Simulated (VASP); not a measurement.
## Relaxed cell of Pt (Platinum): a test of cutoff and mesh

How far does the relaxed cell of Pt (Platinum) depend on cutoff and k mesh? The starting structure is a measured crystal structure from the Crystallography Open Database.

Method: Kohn-Sham DFT with plane waves and PAW; PBEsol, in VASP 6.6.1.

## (1) Starting point

The structure is cubic, space group Fm-3m (No. 225). The conventional cell has a = 3.923 Å, b = 3.923 Å, c = 3.923 Å, α = 90.00°, β = 90.00°, γ = 90.00°. Pt has 12 Pt at 2.77 Å nearest.

As a file:

```cif
data_structure
_symmetry_space_group_name_H-M 'Fm-3m'
_symmetry_Int_Tables_number 225
_cell_length_a 3.9231
_cell_length_b 3.9231
_cell_length_c 3.9231
_cell_angle_alpha 90.000
_cell_angle_beta 90.000
_cell_angle_gamma 90.000
_cell_volume 60.38
loop_
_atom_site_label
_atom_site_type_symbol
_atom_site_symmetry_multiplicity
_atom_site_Wyckoff_symbol
_atom_site_fract_x
_atom_site_fract_y
_atom_site_fract_z
_atom_site_occupancy
Pt1 Pt 4 a 0.00000 0.00000 0.00000 1
```

## (2) Reference relaxation

Input file INCAR:

```
SYSTEM = Pt
PREC = Accurate
ENCUT = 450
EDIFF = 1E-06
NELM = 100
ISMEAR = 1
SIGMA = 0.1
LREAL = .FALSE.
ALGO = Normal
GGA = PS
NBANDS = 11
LORBIT = 11
LWAVE = .FALSE.
LCHARG = .FALSE.
KPAR = 2
IBRION = 2
NSW = 50
ISIF = 3
EDIFFG = -0.01
```

Input file POSCAR:

```
Pt
1.0
    0.0000000000      1.9615500000      1.9615500000
    1.9615500000      0.0000000000      1.9615500000
    1.9615500000      1.9615500000      0.0000000000
Pt
1
Direct
    0.0000000000      0.0000000000      0.0000000000
```

Input file KPOINTS:

```
Automatic mesh
0
Gamma
12 12 12
0 0 0
```

Potentials, in the order of the species: Pt (PBE family, release 64).

Started as:

```bash
> mpirun -np 2 vasp_std
```

Log:

```text
[banner, memory and clock lines left out]
running    2 mpi-ranks, on    1 nodes
 distrk:  each k-point on    1 cores,    2 groups
 distr:  one band on    1 cores,    1 groups

 POSCAR found type information on POSCAR Pt
 POSCAR found :  1 types and       1 ions
|                                                                             |
|               ----> ADVICE to this user running VASP <----                  |
|                                                                             |
|     You enforced a specific xc type in the INCAR file but a different       |
|     [... a line on the potential file left out ...]
|     I HOPE YOU KNOW WHAT YOU ARE DOING!                                     |
|                                                                             |

 LDA part: xc-table for (Slater+PW92), standard interpolation
 POSCAR, INCAR and KPOINTS ok, starting setup
 FFT: planning ... GRIDC
 FFT: planning ... GRID_SOFT
 FFT: planning ... GRID
 WAVECAR not read
 entering main loop
       N       E                     dE             d eps       ncg     rms          rms(c)
DAV:   1     0.335625702214E+02    0.33563E+02   -0.49037E+03  1656   0.745E+02
DAV:   2    -0.692428407463E+01   -0.40487E+02   -0.38894E+02  1818   0.165E+02
DAV:   3    -0.741231807646E+01   -0.48803E+00   -0.48557E+00  1845   0.171E+01
DAV:   4    -0.741429808699E+01   -0.19800E-02   -0.19799E-02  1835   0.128E+00
DAV:   5    -0.741431384666E+01   -0.15760E-04   -0.15759E-04  1851   0.106E-01    0.133E+01
DAV:   6    -0.701187929154E+01    0.40243E+00   -0.91708E-01  1695   0.758E+00    0.677E+00
DAV:   7    -0.696826406742E+01    0.43615E-01   -0.16657E-01  1821   0.307E+00    0.258E+00
DAV:   8    -0.696460542219E+01    0.36586E-02   -0.13105E-02  1731   0.101E+00    0.851E-01
DAV:   9    -0.696382704575E+01    0.77838E-03   -0.15174E-03  1746   0.332E-01    0.219E-02
DAV:  10    -0.696383220994E+01   -0.51642E-05   -0.12338E-05  1942   0.277E-02    0.611E-03
DAV:  11    -0.696383293043E+01   -0.72050E-06   -0.16064E-07  1002   0.390E-03
   1 F= -.69638329E+01 E0= -.69630873E+01  d E =-.696383E+01
 curvature:   0.00 expect dE= 0.000E+00 dE for cont linesearch  0.000E+00
 trial: gam= 0.00000 g(F)=  0.147E-64 g(S)=  0.193E-02 ort = 0.000E+00 (trialstep = 0.100E+01)
 search vector abs. value=  0.193E-02
 bond charge predicted
       N       E                     dE             d eps       ncg     rms          rms(c)
DAV:   1    -0.698710729112E+01   -0.23275E-01   -0.50073E-01  1638   0.658E+00    0.114E+00
DAV:   2    -0.696305052841E+01    0.24057E-01   -0.62024E-02  1611   0.192E+00    0.414E-01
DAV:   3    -0.696186417967E+01    0.11863E-02   -0.57000E-03  1818   0.540E-01    0.229E-01
DAV:   4    -0.696198947279E+01   -0.12529E-03   -0.35461E-04  1731   0.147E-01    0.374E-02
DAV:   5    -0.696197818476E+01    0.11288E-04   -0.33875E-05  1728   0.500E-02    0.554E-03
DAV:   6    -0.696197953066E+01   -0.13459E-05   -0.42810E-07  1399   0.502E-03    0.583E-04
DAV:   7    -0.696197954468E+01   -0.14023E-07   -0.50156E-08   867   0.178E-03
   2 F= -.69619795E+01 E0= -.69611922E+01  d E =0.185339E-02
 trial-energy change:    0.001853  1 .order    0.001903   -0.001935    0.005741
 step:   0.2596(harm=  0.2520)  dis= 0.00000  next Energy=    -6.964085 (dE=-0.252E-03)
 bond charge predicted
       N       E                     dE             d eps       ncg     rms          rms(c)
DAV:   1    -0.697725278738E+01   -0.15273E-01   -0.27056E-01  1629   0.488E+00    0.799E-01
DAV:   2    -0.696481789997E+01    0.12435E-01   -0.33426E-02  1611   0.139E+00    0.334E-01
DAV:   3    -0.696405821406E+01    0.75969E-03   -0.33989E-03  1794   0.423E-01    0.175E-01
DAV:   4    -0.696408779469E+01   -0.29581E-04   -0.12369E-04  1730   0.754E-02    0.909E-03
DAV:   5    -0.696408850820E+01   -0.71351E-06   -0.23284E-06  1919   0.109E-02
   3 F= -.69640885E+01 E0= -.69633335E+01  d E =-.255578E-03
 curvature:  -0.13 expect dE=-0.318E-06 dE for cont linesearch -0.318E-06
 trial: gam= 0.00000 g(F)=  0.366E-65 g(S)=  0.252E-05 ort =-0.699E-04 (trialstep = 0.852E+00)
 search vector abs. value=  0.252E-05
 reached required accuracy - stopping structural energy minimisation
```

Run time: 4.2 s. Hardware: 2 MPI ranks of Intel Xeon 6975P-C (Granite Rapids), shared host; peak memory 0.25 GiB.

The logs omit lines about the potential files and the build; timing stands in the text.

OUTCAR, selected parts (step 2):

```text
ion  position               nearest neighbor table
   1  0.000  0.000  0.000-

  LATTYP: Found a face centered cubic cell.
 ALAT       =     3.9231000000

 Subroutine GETGRP returns: Found 48 space group operations
 (whereof 48 operations were pure point group operations)

The static configuration has the point symmetry O_h .

 Found     72 irreducible k-points:

   k-points           NKPTS =     72   k-points in BZ     NKDIM =     72   number of bands    NBANDS=     11

   dimension x,y,z NGX =    20 NGY =   20 NGZ =   20
   dimension x,y,z NGXF=    40 NGYF=   40 NGZF=   40

   ENCUT  =  450.0 eV  33.07 Ry    5.75 a.u.   4.80  4.80  4.80*2*pi/ulx,y,z

   NELECT =      10.0000    total number of electrons

 k-points in reciprocal lattice and weights: Automatic mesh
   0.00000000  0.00000000  0.00000000       0.001
   0.08333333  0.00000000  0.00000000       0.005
   0.16666667  0.00000000  0.00000000       0.005
   0.25000000  0.00000000  0.00000000       0.005
   0.33333333  0.00000000  0.00000000       0.005
   0.41666667  0.00000000  0.00000000       0.005
   0.50000000  0.00000000  0.00000000       0.002
   0.08333333  0.08333333  0.00000000       0.003
   0.16666667  0.08333333  0.00000000       0.014
[...]
-0.33333333  0.50000000  0.16666667       0.007
  -0.25000000  0.50000000  0.25000000       0.003

 average (electrostatic) potential at core
       1 -62.7508

 E-fermi :  11.1866

 k-point     1 :       0.0000    0.0000    0.0000
  band No.  band energies     occupation
    ...
      2       7.3431      2.00000
      3       7.3431      2.00000
      4       7.3431      2.00000
      5       9.5426      2.00000
      6       9.5426      2.00000
      7      25.7755      0.00000
      8      30.7524      0.00000
      9      30.7524      0.00000
     10      30.7524      0.00000
     11      36.0600      0.00000

 k-point     2 :       0.0833    0.0000    0.0000
  band No.  band energies     occupation
    ...
      2       7.2205      2.00000
      3       7.4518      2.00000
      4       7.4518      2.00000
      5       9.4835      2.00000
      6       9.4835      2.00000
      7      26.2056      0.00000
      8      29.4160      0.00000
      9      31.1824      0.00000
     10      31.1824      0.00000
     11      37.4419      0.00000

 k-point     3 :       0.1667    0.0000    0.0000
  band No.  band energies     occupation
    ...
      2       6.9744      2.00000
      3       7.6743      2.00000
      4       7.6743      2.00000
      5       9.4337      2.00000
      6       9.4337      2.00000
      7      27.0441      0.00000
      8      27.2093      0.00000
      9      32.3783      0.00000
     10      32.3783      0.00000
     11      36.1025      0.00000

  Total        0.0041760      0.0041760      0.0041760      0.0000000      0.0000000      0.0000000
  in kB        0.4451782      0.4451782      0.4451782      0.0000000      0.0000000      0.0000000
  external PRESSURE =       0.4451782 kB  Pullay stress =       0.0000000 kB

  energy-cutoff  :      450.00
  volume of cell :       15.03
      direct lattice vectors                 reciprocal lattice vectors
    -0.000000000  1.958710164  1.958710164    -0.255270029  0.255270029  0.255270029
     1.958710164 -0.000000000  1.958710164     0.255270029 -0.255270029  0.255270029
     1.958710164  1.958710164 -0.000000000     0.255270029  0.255270029 -0.255270029

 POSITION                                       TOTAL-FORCE (eV/Angst)
 -----------------------------------------------------------------------------------
      0.00000     -0.00000      0.00000         0.000000      0.000000      0.000000
 -----------------------------------------------------------------------------------
    total drift:                                0.000000      0.000000      0.000000

  FREE ENERGIE OF THE ION-ELECTRON SYSTEM (eV)
  ---------------------------------------------------
  free  energy   TOTEN  =        -6.9640885082 eV

  energy  without entropy=       -6.9618236121  energy(sigma->0) =       -6.96333354

 reached required accuracy - stopping structural energy minimisation

 total charge
# of ion       s       p       d       tot
------------------------------------------
    1        0.632   0.615   8.045   9.293

[... 3 further parts left out ...]
```

The PAW data sets were made with PBE, which is usual practice but a small mismatch for other functionals. The run keeps the 48 symmetry operations of its start, so it cannot find a distortion of lower symmetry.

The reference relaxation ends at 15.029 Å³ an atom.

## (3) Relaxation with a cutoff of 230 eV

Against step 2 the input has ENCUT = 230.

INCAR: that of step 2 with these lines changed.

```diff
@@ -2,3 +2,3 @@
 PREC = Accurate
-ENCUT = 450
+ENCUT = 230
 EDIFF = 1E-06
```

POSCAR is that of step 2.

KPOINTS is that of step 2.

Started as:

```bash
> mpirun -np 2 vasp_std
```

Log:

```text
[banner, memory and clock lines left out]
running    2 mpi-ranks, on    1 nodes
[...]
[... a notice as in an earlier step ...]

 LDA part: xc-table for (Slater+PW92), standard interpolation
 POSCAR, INCAR and KPOINTS ok, starting setup
[...]
entering main loop
       N       E                     dE             d eps       ncg     rms          rms(c)
DAV:   1     0.106432122369E+02    0.10643E+02   -0.33004E+03  2043   0.407E+02
DAV:   2    -0.728447187948E+01   -0.17928E+02   -0.17040E+02  1851   0.101E+02
DAV:   3    -0.741051012616E+01   -0.12604E+00   -0.12563E+00  1842   0.761E+00
DAV:   4    -0.741093094303E+01   -0.42082E-03   -0.42080E-03  1833   0.500E-01
[...]
DAV:   9    -0.695859243544E+01    0.78021E-03   -0.14453E-03  1743   0.319E-01    0.218E-02
DAV:  10    -0.695859642080E+01   -0.39854E-05   -0.66943E-06  1814   0.176E-02    0.878E-03
DAV:  11    -0.695859684018E+01   -0.41938E-06   -0.21473E-07   990   0.297E-03
   1 F= -.69585968E+01 E0= -.69578422E+01  d E =-.695860E+01
[... from here on, the cycles between the ionic steps are left out ...]
   2 F= -.68976442E+01 E0= -.68968187E+01  d E =0.609527E-01
   3 F= -.69633151E+01 E0= -.69625156E+01  d E =-.471828E-02
   4 F= -.69633173E+01 E0= -.69625166E+01  d E =-.472042E-02
[...]
reached required accuracy - stopping structural energy minimisation
```

Elapsed: 2 s, on 2 MPI ranks; peak memory 0.2 GiB.

OUTCAR, selected parts (step 3):

```text
  Total       -0.0005464     -0.0005464     -0.0005464      0.0000000      0.0000000      0.0000000
  in kB       -0.0590032     -0.0590032     -0.0590032      0.0000000      0.0000000      0.0000000
  external PRESSURE =      -0.0590032 kB  Pullay stress =       0.0000000 kB

 POSITION                                       TOTAL-FORCE (eV/Angst)
 -----------------------------------------------------------------------------------
      3.90071      3.90071      3.90071        -0.000000      0.000000     -0.000000
 -----------------------------------------------------------------------------------
    total drift:                               -0.000000     -0.000000     -0.000000

  FREE ENERGIE OF THE ION-ELECTRON SYSTEM (eV)
  ---------------------------------------------------
  free  energy   TOTEN  =        -6.9633172575 eV

  energy  without entropy=       -6.9609153830  energy(sigma->0) =       -6.96251663

[... 2 parts as in an earlier step ...]

[... 2 further parts left out ...]
[key lines of the parts left out:]
E-fermi :  11.4413
```

With a cutoff of 230 eV the cell ends at 14.838 Å³ an atom, -1.27 % from the reference.

## (4) Relaxation with a 7×7×7 mesh

Against step 2 the input has a 7×7×7 mesh.

INCAR: that of step 3 with these lines changed.

```diff
@@ -2,3 +2,3 @@
 PREC = Accurate
-ENCUT = 230
+ENCUT = 450
 EDIFF = 1E-06
```

POSCAR is that of step 3.

Input file KPOINTS:

```
Automatic mesh
0
Gamma
7 7 7
0 0 0
```

Started as:

```bash
> mpirun -np 2 vasp_std
```

Log:

```text
[... set-up lines as in an earlier step ...]
 entering main loop
       N       E                     dE             d eps       ncg     rms          rms(c)
DAV:   1     0.342792769550E+02    0.34279E+02   -0.47843E+03   464   0.732E+02
DAV:   2    -0.680925716321E+01   -0.41089E+02   -0.39105E+02   521   0.164E+02
DAV:   3    -0.735308450458E+01   -0.54383E+00   -0.54269E+00   518   0.177E+01
DAV:   4    -0.735511977218E+01   -0.20353E-02   -0.20352E-02   503   0.128E+00
[...]
DAV:   9    -0.692130789333E+01    0.91846E-04   -0.36657E-04   509   0.148E-01    0.111E-02
DAV:  10    -0.692131119523E+01   -0.33019E-05   -0.28764E-06   513   0.168E-02    0.140E-02
DAV:  11    -0.692131139978E+01   -0.20454E-06   -0.17399E-07   280   0.294E-03
   1 F= -.69213114E+01 E0= -.69199887E+01  d E =-.692131E+01
[...]
N       E                     dE             d eps       ncg     rms          rms(c)
DAV:   1    -0.692208752639E+01   -0.77633E-03   -0.17814E-02   452   0.126E+00    0.208E-01
DAV:   2    -0.692129485953E+01    0.79267E-03   -0.20576E-03   455   0.350E-01    0.846E-02
DAV:   3    -0.692124069407E+01    0.54165E-04   -0.23370E-04   506   0.112E-01    0.419E-02
DAV:   4    -0.692124107674E+01   -0.38267E-06   -0.81741E-06   493   0.187E-02
   2 F= -.69212411E+01 E0= -.69199204E+01  d E =0.703230E-04
 trial-energy change:    0.000070  1 .order    0.000063   -0.000071    0.000196
 step:   0.2342(harm=  0.2654)  dis= 0.00000  next Energy=    -6.921320 (dE=-0.819E-05)
[...]
N       E                     dE             d eps       ncg     rms          rms(c)
DAV:   1    -0.692181376188E+01   -0.57307E-03   -0.10477E-02   458   0.962E-01    0.161E-01
DAV:   2    -0.692134717854E+01    0.46658E-03   -0.11940E-03   455   0.267E-01    0.637E-02
DAV:   3    -0.692131687845E+01    0.30300E-04   -0.13859E-04   506   0.865E-02    0.312E-02
DAV:   4    -0.692131959378E+01   -0.27153E-05   -0.49209E-06   487   0.146E-02    0.105E-03
DAV:   5    -0.692131962795E+01   -0.34170E-07   -0.60415E-08   247   0.217E-03
   3 F= -.69213196E+01 E0= -.69199974E+01  d E =-.822817E-05
[...]
reached required accuracy - stopping structural energy minimisation
```

Run time: 2 s. Hardware: 2 MPI ranks; peak memory 0.23 GiB.

From OUTCAR (step 4):

```text
  Total        0.0010571      0.0010571      0.0010571     -0.0000000      0.0000000      0.0000000
  in kB        0.1121206      0.1121206      0.1121206     -0.0000000      0.0000000      0.0000000
  external PRESSURE =       0.1121206 kB  Pullay stress =       0.0000000 kB

 POSITION                                       TOTAL-FORCE (eV/Angst)
 -----------------------------------------------------------------------------------
      0.00000      0.00000      0.00000        -0.000000      0.000000     -0.000000
 -----------------------------------------------------------------------------------
    total drift:                                0.000000      0.000000      0.000000

  FREE ENERGIE OF THE ION-ELECTRON SYSTEM (eV)
  ---------------------------------------------------
  free  energy   TOTEN  =        -6.9213196279 eV

  energy  without entropy=       -6.9173529560  energy(sigma->0) =       -6.91999740

[... 1 part as in an earlier step ...]

[... 3 further parts left out ...]
[key lines of the parts left out:]
E-fermi :  11.1950
```

With a 7×7×7 mesh the cell ends at 15.106 Å³ an atom, +0.51 % from the reference.

## (5) Relaxation with a cutoff of 390 eV

Against step 2 the input has ENCUT = 390.

INCAR: that of step 4 with these lines changed.

```diff
@@ -2,3 +2,3 @@
 PREC = Accurate
-ENCUT = 450
+ENCUT = 390
 EDIFF = 1E-06
```

POSCAR is that of step 4.

Input file KPOINTS:

```
Automatic mesh
0
Gamma
12 12 12
0 0 0
```

Started as:

```bash
> mpirun -np 2 vasp_std
```

Log:

```text
[... set-up lines as in an earlier step ...]
 entering main loop
       N       E                     dE             d eps       ncg     rms          rms(c)
DAV:   1     0.308148071825E+02    0.30815E+02   -0.45992E+03  1688   0.661E+02
DAV:   2    -0.698397275782E+01   -0.37799E+02   -0.36008E+02  1800   0.154E+02
DAV:   3    -0.741240162451E+01   -0.42843E+00   -0.42810E+00  1832   0.158E+01
DAV:   4    -0.741399410860E+01   -0.15925E-02   -0.15924E-02  1812   0.112E+00
[...]
DAV:   9    -0.696358359583E+01    0.77756E-03   -0.15032E-03  1725   0.329E-01    0.237E-02
DAV:  10    -0.696358855919E+01   -0.49634E-05   -0.11843E-05  1974   0.265E-02    0.716E-03
DAV:  11    -0.696358922338E+01   -0.66419E-06   -0.14781E-07   978   0.354E-03
   1 F= -.69635892E+01 E0= -.69628429E+01  d E =-.696359E+01
[...]
N       E                     dE             d eps       ncg     rms          rms(c)
DAV:   1    -0.699471580496E+01   -0.31127E-01   -0.67393E-01  1632   0.760E+00    0.133E+00
[...]
DAV:   5    -0.696101509383E+01    0.24680E-04   -0.85124E-05  1698   0.780E-02    0.707E-03
DAV:   6    -0.696101692654E+01   -0.18327E-05   -0.76584E-07  1759   0.659E-03    0.108E-03
DAV:   7    -0.696101696913E+01   -0.42588E-07   -0.82818E-08   873   0.238E-03
   2 F= -.69610170E+01 E0= -.69602216E+01  d E =0.257225E-02
 trial-energy change:    0.002572  1 .order    0.002639   -0.002605    0.007884
 step:   0.2557(harm=  0.2484)  dis= 0.00000  next Energy=    -6.963923 (dE=-0.334E-03)
[...]
N       E                     dE             d eps       ncg     rms          rms(c)
DAV:   1    -0.698185142246E+01   -0.20834E-01   -0.36798E-01  1632   0.567E+00    0.931E-01
DAV:   2    -0.696492186615E+01    0.16930E-01   -0.45556E-02  1608   0.162E+00    0.394E-01
DAV:   3    -0.696388628700E+01    0.10356E-02   -0.46186E-03  1791   0.493E-01    0.205E-01
DAV:   4    -0.696392688406E+01   -0.40597E-04   -0.16384E-04  1733   0.826E-02    0.119E-02
DAV:   5    -0.696392816858E+01   -0.12845E-05   -0.29502E-06  1944   0.119E-02    0.345E-03
DAV:   6    -0.696392830092E+01   -0.13234E-06   -0.15354E-07  1029   0.229E-03
   3 F= -.69639283E+01 E0= -.69631711E+01  d E =-.339078E-03
[...]
reached required accuracy - stopping structural energy minimisation
```

Wall time 3.6 s (2 MPI ranks); peak memory 0.24 GiB.

(Continued in part 2 of 2.)

[Lines on the potential files, build, host, timing and source positions are cut from VASP's logs without a mark.]

[Logs are printed without paths, hosts, clocks, repeated set-up lines and the standing remarks that a program may print on its own settings, such as how far it seeks lower states.]

[Hosts, paths, dates, database ids (printed as entryN), source tags and the programs' standing remarks are cut or masked in the printed files.]
